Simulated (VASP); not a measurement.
Data:

```
Tc
1.0
   -2.39558     2.39558     1.30706
    2.39558    -2.39558     1.30706
    2.39558     2.39558    -1.30706
Tc
2
Direct
  0.75000   0.25000   0.50000
  0.00000   0.00000   0.00000
```

Method: PBE GGA, VASP's PBE PAW potentials (set 64) (plane waves; VASP). Settings: 300 eV cut-off, 11×11×11 Γ-centred mesh, Gaussian smearing of 0.10 eV, potentials Tc_pv.

At this cut-off the stress carries a Pulay error, which pulls relaxed volumes low.

### Question
Give the stress tensor in GPa (positive for a compressed cell).

### Answer

```
15.56   0.00   0.00
 0.00  15.56   0.00
 0.00   0.00   3.66
```
The pressure is its mean diagonal, 11.59 GPa.

The structure was generated: Tc was put into an ordered model structure, which need not be its known phase. The cell was not relaxed at this level.
